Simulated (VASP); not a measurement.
# CeRe3: cell size against the level of theory, part 2 of 3

How much does the cell of CeRe3 depend on the functional? The cell is invented: it takes the structure of a Materials Project entry for CePd3 (space group 221 there), with some of its atoms replaced by other elements, volume scaled by an estimate. It may not be a known or stable phase.

VASP 6.6.1, plane waves and PAW; the level of theory is named at each step.

Still holding for the runs below: The k-mesh is coarse for a metal. Without U or exact exchange f electrons of an open shell on Ce come out too delocalised, which can shrink the cell and pin f bands at the Fermi level.

So far. Step 2 (Relaxation with PBE): It ends with forces that vanish by symmetry and a pressure of 0.03 GPa. The conventional cell has a = 4.132 Å.

## Step 3: Relaxation with LDA

This step: LDA, spin-polarised from a ferromagnetic start; plane waves and PAW (Re, Ce); invented cell (VASP 6.6.1).

LDA, the lowest rung, knows the local density alone.

INCAR reads:

```
SYSTEM = CeRe3
PREC = Accurate
ENCUT = 520
EDIFF = 1E-06
NELM = 100
ISMEAR = -1
SIGMA = 0.05
LREAL = .FALSE.
ALGO = Normal
GGA = CA
ISPIN = 2
MAGMOM = 1 1 1 1
LMAXMIX = 6
LORBIT = 11
LWAVE = .FALSE.
LCHARG = .FALSE.
KPAR = 2
IBRION = 2
NSW = 60
ISIF = 3
EDIFFG = -0.01
```

POSCAR reads:

```
CeRe3
1.0
    4.1946080000      0.0000000000      0.0000000000
    0.0000000000      4.1946080000      0.0000000000
    0.0000000000      0.0000000000      4.1946080000
Re Ce
3 1
Direct
    0.5000000000      0.0000000000      0.5000000000
    0.0000000000      0.5000000000      0.5000000000
    0.5000000000      0.5000000000      0.0000000000
    0.0000000000      0.0000000000      0.0000000000
```

KPOINTS reads:

```
Automatic mesh
0
Gamma
6 6 6
0 0 0
```

PAW data sets: Re and Ce (PBE family, release 64).

Started as:

```console
> mpirun -np 2 vasp_std
```

The log of the run:

```text
[banner, memory and clock lines left out]
running    2 mpi-ranks, on    1 nodes
 distrk:  each k-point on    1 cores,    2 groups
 distr:  one band on    1 cores,    1 groups

 POSCAR found type information on POSCAR ReCe
 POSCAR found :  2 types and       4 ions
|                                                                             |
|               ----> ADVICE to this user running VASP <----                  |
|                                                                             |
|     You enforced a specific xc type in the INCAR file but a different       |
|     [... a line on the potential file left out ...]
|     I HOPE YOU KNOW WHAT YOU ARE DOING!                                     |
|                                                                             |

 LDA part: xc-table for (Slater(with rela. corr.)+CA(PZ))
 , standard interpolation
 POSCAR, INCAR and KPOINTS ok, starting setup
 FFT: planning ... GRIDC
 FFT: planning ... GRID_SOFT
 FFT: planning ... GRID
 WAVECAR not read
 entering main loop
       N       E                     dE             d eps       ncg     rms          rms(c)
DAV:   1     0.220633721049E+03    0.22063E+03   -0.14119E+04  2984   0.196E+03
DAV:   2     0.274811366448E+01   -0.21789E+03   -0.20483E+03  3286   0.707E+02
DAV:   3    -0.387240665303E+02   -0.41472E+02   -0.37898E+02  3200   0.261E+02
DAV:   4    -0.465703034535E+02   -0.78462E+01   -0.71953E+01  3504   0.940E+01
DAV:   5    -0.488165465390E+02   -0.22462E+01   -0.20739E+01  3520   0.402E+01    0.530E+01
DAV:   6    -0.552219980525E+02   -0.64055E+01   -0.29205E+02  3472   0.235E+02    0.181E+01
DAV:   7    -0.474466171072E+02    0.77754E+01   -0.42724E+01  3380   0.729E+01    0.125E+01
DAV:   8    -0.776695195852E+02   -0.30223E+02   -0.28040E+02  3416   0.788E+01    0.923E+01
DAV:   9    -0.375579452628E+02    0.40112E+02   -0.22976E+02  3436   0.178E+02    0.714E+00
DAV:  10    -0.428296344142E+02   -0.52717E+01   -0.48584E+01  3472   0.529E+01    0.396E+00
DAV:  11    -0.442204392633E+02   -0.13908E+01   -0.12142E+01  3464   0.225E+01    0.285E+00
DAV:  12    -0.448896408270E+02   -0.66920E+00   -0.57809E+00  3482   0.160E+01    0.380E+00
DAV:  13    -0.451405000751E+02   -0.25086E+00   -0.15209E+00  3488   0.727E+00    0.429E+00
DAV:  14    -0.452066773640E+02   -0.66177E-01   -0.41384E-01  3520   0.351E+00    0.435E+00
DAV:  15    -0.452225922514E+02   -0.15915E-01   -0.26368E-01  3514   0.206E+00    0.429E+00
DAV:  16    -0.451792963294E+02    0.43296E-01   -0.10960E-01  3520   0.298E+00    0.393E+00
DAV:  17    -0.451492681227E+02    0.30028E-01   -0.41121E-02  3512   0.200E+00    0.365E+00
DAV:  18    -0.450982128487E+02    0.51055E-01   -0.27360E-02  3512   0.153E+00    0.333E+00
DAV:  19    -0.450753603314E+02    0.22853E-01   -0.83533E-03  3488   0.782E-01    0.318E+00
DAV:  20    -0.450306231831E+02    0.44737E-01   -0.14042E-02  3144   0.118E+00    0.295E+00
DAV:  21    -0.450057231768E+02    0.24900E-01   -0.11870E-02  3504   0.815E-01    0.267E+00
DAV:  22    -0.449252849826E+02    0.80438E-01   -0.72487E-02  2864   0.265E+00    0.215E+00
DAV:  23    -0.448930675251E+02    0.32217E-01   -0.11888E-01  3504   0.226E+00    0.112E+00
DAV:  24    -0.448926249104E+02    0.44261E-03   -0.74512E-03  3420   0.956E-01    0.995E-01
DAV:  25    -0.448823465584E+02    0.10278E-01   -0.17958E-02  2956   0.138E+00    0.781E-01
DAV:  26    -0.448826175556E+02   -0.27100E-03   -0.73388E-03  3488   0.544E-01    0.594E-01
DAV:  27    -0.448825592418E+02    0.58314E-04   -0.12337E-03  3436   0.250E-01    0.566E-01
DAV:  28    -0.448806516451E+02    0.19076E-02   -0.54836E-03  3024   0.710E-01    0.511E-01
DAV:  29    -0.448814124614E+02   -0.76082E-03   -0.37801E-03  3450   0.776E-01    0.438E-01
DAV:  30    -0.448810621337E+02    0.35033E-03   -0.52945E-04  3460   0.214E-01    0.499E-01
[...]
DAV:  34    -0.448814475149E+02    0.58314E-03   -0.51162E-04  3444   0.230E-01    0.537E-01
DAV:  35    -0.448813885416E+02    0.58973E-04   -0.61636E-05  3448   0.599E-02    0.495E-01
DAV:  36    -0.448811528853E+02    0.23566E-03   -0.13588E-04  3400   0.994E-02    0.420E-01
DAV:  37    -0.448810782854E+02    0.74600E-04   -0.46218E-05  3276   0.570E-02    0.359E-01
DAV:  38    -0.448807518443E+02    0.32644E-03   -0.41920E-04  3292   0.168E-01    0.273E-01
DAV:  39    -0.448808046843E+02   -0.52840E-04   -0.48290E-05  3490   0.714E-02    0.249E-01
DAV:  40    -0.448805686438E+02    0.23604E-03   -0.42940E-04  3232   0.172E-01    0.194E-01
DAV:  41    -0.448805355011E+02    0.33143E-04   -0.99401E-05  3492   0.824E-02    0.128E-01
DAV:  42    -0.448805197346E+02    0.15767E-04   -0.28718E-05  3440   0.591E-02    0.816E-02
DAV:  43    -0.448804862159E+02    0.33519E-04   -0.13175E-04  3240   0.950E-02    0.261E-02
DAV:  44    -0.448804858723E+02    0.34360E-06   -0.24177E-05  3416   0.421E-02    0.636E-03
DAV:  45    -0.448804859693E+02   -0.96961E-07   -0.45320E-06  2712   0.189E-02
   1 F= -.44880486E+02 E0= -.44825926E+02  d E =-.448805E+02  mag=    -0.0071
 curvature:   0.00 expect dE= 0.000E+00 dE for cont linesearch  0.000E+00
 trial: gam= 0.00000 g(F)=  0.000E+00 g(S)=  0.247E+01 ort = 0.000E+00 (trialstep = 0.100E+01)
 search vector abs. value=  0.247E+01
 bond charge predicted
       N       E                     dE             d eps       ncg     rms          rms(c)
DAV:   1    -0.537679988580E+02   -0.88875E+01   -0.14757E+03  2278   0.189E+03    0.140E+02
DAV:   2    -0.470375660254E+02    0.67304E+01   -0.80087E+01  3254   0.179E+02    0.306E+01
DAV:   3    -0.465180377080E+02    0.51953E+00   -0.68129E+01  3508   0.139E+02    0.223E+01
DAV:   4    -0.429842677240E+02    0.35338E+01   -0.77571E+00  3408   0.364E+01    0.131E+01
DAV:   5    -0.452199294236E+02   -0.22357E+01   -0.26428E+01  3422   0.390E+01    0.284E+01
DAV:   6    -0.424393935182E+02    0.27805E+01   -0.23725E+01  3296   0.520E+01    0.807E+00
DAV:   7    -0.426872154275E+02   -0.24782E+00   -0.31195E+00  3446   0.156E+01    0.978E+00
DAV:   8    -0.426894019690E+02   -0.21865E-02   -0.17445E-01  3388   0.362E+00    0.936E+00
DAV:   9    -0.427199624352E+02   -0.30560E-01   -0.17245E+00  2624   0.168E+01    0.792E+00
DAV:  10    -0.427416986920E+02   -0.21736E-01   -0.60809E-01  3474   0.742E+00    0.452E+00
DAV:  11    -0.428311481003E+02   -0.89449E-01   -0.16093E-01  3380   0.442E+00    0.587E+00
DAV:  12    -0.428652689614E+02   -0.34121E-01   -0.94116E-02  3508   0.426E+00    0.744E+00
DAV:  13    -0.427437458538E+02    0.12152E+00   -0.19588E-01  3190   0.456E+00    0.569E+00
DAV:  14    -0.426830665813E+02    0.60679E-01   -0.15073E-01  3316   0.388E+00    0.394E+00
DAV:  15    -0.426542594792E+02    0.28807E-01   -0.11361E-01  2828   0.404E+00    0.129E+00
DAV:  16    -0.426563049437E+02   -0.20455E-02   -0.46475E-02  3492   0.176E+00    0.105E+00
DAV:  17    -0.426564968297E+02   -0.19189E-03   -0.45401E-03  3444   0.874E-01    0.715E-01
DAV:  18    -0.426545915834E+02    0.19052E-02   -0.38845E-03  3496   0.983E-01    0.827E-01
DAV:  19    -0.426517034398E+02    0.28881E-02   -0.10275E-02  3336   0.102E+00    0.627E-01
DAV:  20    -0.426516005222E+02    0.10292E-03   -0.90572E-04  3476   0.306E-01    0.466E-01
DAV:  21    -0.426516300253E+02   -0.29503E-04   -0.13082E-03  3348   0.355E-01    0.341E-01
DAV:  22    -0.426516730133E+02   -0.42988E-04   -0.19985E-04  3494   0.126E-01    0.192E-01
DAV:  23    -0.426515892030E+02    0.83810E-04   -0.18425E-04  3380   0.148E-01    0.123E-01
DAV:  24    -0.426515620906E+02    0.27112E-04   -0.11388E-04  3038   0.118E-01    0.934E-02
DAV:  25    -0.426515620857E+02    0.49477E-08   -0.30888E-05  3056   0.515E-02    0.669E-02
DAV:  26    -0.426515642546E+02   -0.21690E-05   -0.94447E-06  2564   0.346E-02    0.530E-02
DAV:  27    -0.426515643886E+02   -0.13391E-06   -0.11630E-06  1732   0.218E-02
   2 F= -.42651564E+02 E0= -.42626067E+02  d E =0.222892E+01  mag=     0.0000
[... from here on, the cycles between the ionic steps are left out ...]
   3 F= -.45287143E+02 E0= -.45236297E+02  d E =-.406657E+00  mag=     0.0051
   4 F= -.45289062E+02 E0= -.45238840E+02  d E =-.408576E+00  mag=     0.0013
   5 F= -.45288958E+02 E0= -.45238544E+02  d E =-.408472E+00  mag=     0.0003
   6 F= -.45288970E+02 E0= -.45238564E+02  d E =-.117515E-04  mag=     0.0002
   7 F= -.45289001E+02 E0= -.45238620E+02  d E =-.424907E-04  mag=     0.0001
   8 F= -.45289001E+02 E0= -.45238620E+02  d E =-.315926E-06  mag=     0.0001
   9 F= -.45289002E+02 E0= -.45238623E+02  d E =-.139335E-05  mag=     0.0001
  10 F= -.45289004E+02 E0= -.45238627E+02  d E =-.363529E-05  mag=     0.0000
  11 F= -.45289008E+02 E0= -.45238635E+02  d E =-.744345E-05  mag=     0.0000
  12 F= -.45289016E+02 E0= -.45238651E+02  d E =-.148805E-04  mag=     0.0000
  13 F= -.45289029E+02 E0= -.45238680E+02  d E =-.280753E-04  mag=     0.0000
  14 F= -.45289048E+02 E0= -.45238732E+02  d E =-.477110E-04  mag=     0.0000
 curvature:  -0.08 expect dE=-0.103E-04 dE for cont linesearch -0.103E-04
 ZBRENT: increasing intervall
 opt :   0.2895  next Energy=   -45.289069 (dE=-0.685E-04)
 bond charge predicted
       N       E                     dE             d eps       ncg     rms          rms(c)
DAV:   1    -0.452891586746E+02   -0.11018E-03   -0.33277E-03  2916   0.210E+00    0.200E-01
DAV:   2    -0.452894946660E+02   -0.33599E-03   -0.44577E-03  3364   0.661E-01    0.201E-01
DAV:   3    -0.452890602759E+02    0.43439E-03   -0.33029E-03  3344   0.583E-01    0.473E-02
DAV:   4    -0.452890649179E+02   -0.46421E-05   -0.23688E-04  3452   0.164E-01    0.276E-02
DAV:   5    -0.452890607215E+02    0.41964E-05   -0.17907E-05  2720   0.618E-02    0.659E-03
DAV:   6    -0.452890603155E+02    0.40602E-06   -0.15198E-06  1648   0.225E-02
  15 F= -.45289060E+02 E0= -.45238809E+02  d E =-.596607E-04  mag=     0.0000
 curvature:  -0.16 expect dE=-0.564E-07 dE for cont linesearch -0.564E-07
 trial: gam=-0.02565 g(F)=  0.158E-63 g(S)=  0.359E-06 ort = 0.136E-04 (trialstep = 0.585E-01)
 search vector abs. value=  0.426E-09
 reached required accuracy - stopping structural energy minimisation
```

Elapsed: 14 min, on 2 MPI ranks of AMD EPYC 7R43, shared host; peak memory 0.36 GiB; 23 min of CPU time.

From OUTCAR (step 3):

```text
The static configuration has the point symmetry O_h .

 Found     20 irreducible k-points:

   NELECT =      33.0000    total number of electrons

 E-fermi :   8.1725

 spin component 1
 k-point     1 :       0.0000    0.0000    0.0000
  band No.  band energies     occupation
    ...
     10       3.6447      1.00000
     11       3.7518      1.00000
     12       7.4949      1.00000
     13       7.4949      1.00000
     14       7.4949      1.00000
     15       9.6752      0.00000
     16       9.6752      0.00000
     17       9.6752      0.00000
     18       9.7156      0.00000
     19       9.7156      0.00000
    ...

 k-point     2 :       0.1667    0.0000    0.0000
  band No.  band energies     occupation
    ...
     10       3.9930      1.00000
     11       4.0896      1.00000
     12       7.1143      1.00000
     13       7.6985      0.99992
     14       7.6985      0.99992
     15       9.3145      0.00000
     16       9.3391      0.00000
     17       9.4462      0.00000
     18       9.4462      0.00000
     19       9.7753      0.00000
    ...

 k-point     3 :       0.3333    0.0000    0.0000
  band No.  band energies     occupation
    ...
     10       4.9647      1.00000
     11       4.9647      1.00000
     12       6.3130      1.00000
     13       8.0935      0.82943
     14       8.0935      0.82943
     15       8.2059      0.33914
     16       8.2059      0.33914
     17       8.4152      0.00775
     18       8.4243      0.00646
     19       8.6129      0.00015
    ...

 k-point     4 :       0.5000    0.0000    0.0000
  band No.  band energies     occupation
    ...
     13       6.6262      1.00000
     14       6.6262      1.00000
     15       7.6328      0.99998
     16       7.8559      0.99823
     17       7.9729      0.98188
     18       8.4111      0.00840
     19       8.4111      0.00840
     20      10.1390      0.00000
     21      10.1530      0.00000
     22      10.1530      0.00000

  Total       -0.0031484     -0.0031484     -0.0031484      0.0000000      0.0000000     -0.0000000
  in kB       -0.0752611     -0.0752611     -0.0752611      0.0000000      0.0000000     -0.0000000
  external PRESSURE =      -0.0752611 kB  Pullay stress =       0.0000000 kB

  energy-cutoff  :      520.00
  volume of cell :       67.02
      direct lattice vectors                 reciprocal lattice vectors
     4.062022412 -0.000000000  0.000000000     0.246182787  0.000000000 -0.000000000
    -0.000000000  4.062022412 -0.000000000     0.000000000  0.246182787  0.000000000
     0.000000000 -0.000000000  4.062022412    -0.000000000  0.000000000  0.246182787

 POSITION                                       TOTAL-FORCE (eV/Angst)
 -----------------------------------------------------------------------------------
      2.03101     -0.00000      2.03101        -0.000000      0.000000      0.000000
     -0.00000      2.03101      2.03101         0.000000     -0.000000      0.000000
      2.03101      2.03101     -0.00000         0.000000     -0.000000      0.000000
     -0.00000      4.06202     -0.00000        -0.000000     -0.000000      0.000000
 -----------------------------------------------------------------------------------
    total drift:                                0.000000      0.000000     -0.000000

  FREE ENERGIE OF THE ION-ELECTRON SYSTEM (eV)
  ---------------------------------------------------
  free  energy   TOTEN  =       -45.2890603155 eV

  energy  without entropy=      -45.1885580812  energy(sigma->0) =      -45.23880920

 total charge
# of ion       s       p       d       f       tot
--------------------------------------------------
    1        0.625   0.441   5.005   0.000   6.070
    2        0.625   0.441   5.005   0.000   6.070
    3        0.625   0.441   5.005   0.000   6.070
    4        2.098   5.603   1.561   1.073  10.334
--------------------------------------------------
tot          3.971   6.926  16.574   1.073  28.544

 magnetization (x)
# of ion       s       p       d       f       tot
--------------------------------------------------
    1        0.000   0.000  -0.000   0.000  -0.000
    2        0.000   0.000  -0.000   0.000  -0.000
    3        0.000   0.000  -0.000   0.000  -0.000
    4        0.000  -0.000   0.000  -0.000   0.000
--------------------------------------------------
tot          0.000  -0.000  -0.000  -0.000   0.000

[... 8 parts as in an earlier step ...]

[... 6 further parts left out ...]
```

The PAW data sets were made with PBE, a small mismatch for LDA. After so large a change of volume the plane waves of the start cell no longer fit, so the final stress carries a basis-set error.

Relaxation path:

```
step  energy less that of the first step (eV)  largest force (eV/Å)  pressure (GPa)  volume (Å³)
   1                                   0.0000                0.0000          -17.93        73.80
   2                                   2.2289                0.0000           78.24        53.87
   3                                  -0.4067                0.0000           -2.10        67.47
   4                                  -0.4086                0.0000            0.30        67.00
   5                                  -0.4085                0.0000           -0.36        67.13
   6                                  -0.4085                0.0000           -0.34        67.12
   7                                  -0.4085                0.0000           -0.29        67.11
   8                                  -0.4085                0.0000           -0.25        67.11
   9                                  -0.4085                0.0000           -0.24        67.11
  10                                  -0.4085                0.0000           -0.22        67.10
  11                                  -0.4085                0.0000           -0.26        67.10
  12                                  -0.4085                0.0000           -0.25        67.10
  13                                  -0.4085                0.0000           -0.21        67.09
  14                                  -0.4086                0.0000           -0.14        67.07
  15                                  -0.4086                0.0000           -0.01        67.02
```

```
conventional cell, symmetrised  before  after  change
                         a (Å)   4.195  4.062  -3.2 %
                         b (Å)   4.195  4.062  -3.2 %
                         c (Å)   4.195  4.062  -3.2 %
              volume (Å³/atom)   18.45  16.76  -9.2 %
```

Final coordinates:

```xyz
4
Lattice="4.0620 0.0000 0.0000 0.0000 4.0620 0.0000 0.0000 0.0000 4.0620" Properties=species:S:1:pos:R:3 pbc="T T T"
Re    2.0310    0.0000    2.0310
Re    0.0000    2.0310    2.0310
Re    2.0310    2.0310    0.0000
Ce    0.0000    0.0000    0.0000
```

This step gave:

```
free energy (TOTEN)             : -45.29 eV
energy at zero smearing         : -45.24 eV
Fermi energy                    : 8.172 eV
pressure                        : -0.007526 GPa
SCF cycles over all ionic steps : 187
```

It ends at 16.76 Å³/atom, -9.2 % from the start, with -0.01 GPa left. The conventional cell has a = 4.062 Å.

[end of part 2 of 3]

[Lines on the potential files, build, host, timing and source positions are cut from VASP's logs without a mark.]

[Logs are printed without paths, hosts, clocks, repeated set-up lines and the standing remarks that a program may print on its own settings, such as how far it seeks lower states.]

[Hosts, paths, dates, database ids (printed as entryN), source tags and the programs' standing remarks are cut or masked in the printed files.]

[A measured line is paired with the nearest computed mode of its activity, which favours agreement.]

[In band tables of VASP the shares of atoms and orbitals are scaled to a sum of 1 inside the atoms' spheres.]
